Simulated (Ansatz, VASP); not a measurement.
**Two plane-wave programs on LuB3H12 (Lu(BH4)3)**

File INCAR:

```
SYSTEM = LuB3H12
ALGO     = Fast           ! electronic algorithm
EDIFF    = 1E-7           ! SCF threshold, eV
ENCUT    = 520            ! plane-wave cutoff, eV
GGA      = PE             ! functional
GGA_COMPAT= .FALSE.      
ISIF     = 2              ! what is computed and relaxed
ISMEAR   = 0              ! smearing method
LASPH    = .TRUE.         ! aspherical terms in the spheres
LCHARG   = .FALSE.        ! write CHGCAR
LORBIT   = 11             ! projections on sites
LORBMOM  = .TRUE.       
LREAL    = Auto         
LSORBIT  = .TRUE.         ! spin-orbit coupling
LWAVE    = .FALSE.        ! write WAVECAR
MAGMOM   = 0 0 0 0 0 0 0 0 0 0 0 0 0 0 0 0 0 0 0 0 0 0 0 0 0 0 0 0 0 0 0 0 0 0 0 0 0 0 0 0 0 0 0 0 0 0 0 0 ! initial moments
NBANDS   = 72             ! bands
NELM     = 150            ! most SCF steps
PREC     = Accurate       ! precision mode
SIGMA    = 0.01           ! smearing width, eV
```

The input KPOINTS:

```
k-points
0
G
  1 1 1
  0 0 0
```

The input POSCAR:

```
LuB3H12
1.0
   14.5900000000      0.0000000000      0.0000000000
    0.0000000000     15.2400000000      0.0000000000
    0.0000000000      0.0000000000     11.0100000000
Lu B H
1 3 12
Direct
    0.4446819700      0.4992578700      0.5000681200
    0.6088149400      0.5004783500      0.5000681200
    0.3615119900      0.6347290000      0.5000681200
    0.3637196700      0.3625669300      0.5000681200
    0.6917587400      0.4975269000      0.5000681200
    0.5737258400      0.4622060400      0.5914159900
    0.5737258400      0.4622060400      0.4087193500
    0.5767676500      0.5768707300      0.5000681200
    0.3227100800      0.7049724400      0.5000681200
    0.4136778600      0.6247729700      0.5914159900
    0.4136778600      0.6247729700      0.4087193500
    0.3084304300      0.5699619400      0.5000681200
    0.3195771100      0.2952755900      0.5000681200
    0.3466422200      0.4107952800      0.5914159900
    0.3466422200      0.4107952800      0.4087193500
    0.4488485300      0.3509416000      0.5000681200
```

Input for Ansatz:

```yaml
crystal:
  lattice:
    - [14.59, 0.0, 0.0]
    - [0.0, 15.24, 0.0]
    - [0.0, 0.0, 11.01]
  atoms:
    - { symbol: Lu, position: [0.44468197, 0.49925787, 0.50006812] }
    - { symbol: B, position: [0.60881494, 0.50047835, 0.50006812] }
    - { symbol: H, position: [0.69175874, 0.4975269, 0.50006812] }
    - { symbol: H, position: [0.57372584, 0.46220604, 0.59141599] }
    - { symbol: H, position: [0.57372584, 0.46220604, 0.40871935] }
    - { symbol: H, position: [0.57676765, 0.57687073, 0.50006812] }
    - { symbol: B, position: [0.36151199, 0.634729, 0.50006812] }
    - { symbol: H, position: [0.32271008, 0.70497244, 0.50006812] }
    - { symbol: H, position: [0.41367786, 0.62477297, 0.59141599] }
    - { symbol: H, position: [0.41367786, 0.62477297, 0.40871935] }
    - { symbol: H, position: [0.30843043, 0.56996194, 0.50006812] }
    - { symbol: B, position: [0.36371967, 0.36256693, 0.50006812] }
    - { symbol: H, position: [0.31957711, 0.29527559, 0.50006812] }
    - { symbol: H, position: [0.34664222, 0.41079528, 0.59141599] }
    - { symbol: H, position: [0.34664222, 0.41079528, 0.40871935] }
    - { symbol: H, position: [0.44884853, 0.3509416, 0.50006812] }
basis:
  ecutwfc: 420
  ecutrho_ratio: 4
kpoints:
  mp_grid: { grid: [1, 1, 1] }
hamiltonian:
  xc: pbe
scf:
  occupations: { method: gaussian, width: 0.01 }
output:
  forces: true
  eigenvalues: true
  populations: true
  hubbard: { sites: [{ species: Lu, l: f }] }
  write_density: true
  write_potential: true
  elf: true
  volumetric_format: npy
magnetization:
  noncollinear: true
  spin_orbit: true
```

Alike in both runs: task single point; functional PBE; k mesh 1 × 1 × 1; occupations gaussian, width 0.01 eV; non-collinear spin, spin-orbit coupling.

|  | VASP | Ansatz |
| --- | --- | --- |
| version | VASP 6.6.1 | Ansatz 0.2.0 |
| potentials or method | VASP PAW PBE potentials, release 64 (Lu, B, H) | plane waves, PAW |
| plane-wave cutoff (eV) | 520 | 420 |
| valence electrons in the cell | 46 | 46 |

Ansatz gave:

```
gap on the k mesh at the Fermi level (eV) : 4.56
rms of the force components (eV/Å)        : 0.125
net moment per atom (μB)                  : 0.00
```

Task: Which values does VASP return?

Result: gap on the k mesh at the Fermi level (eV): 4.54; rms of the force components (eV/Å): 0.118; net moment per atom (μB): 0.00.

Ansatz warned: «structure_snapped_to_symmetry».
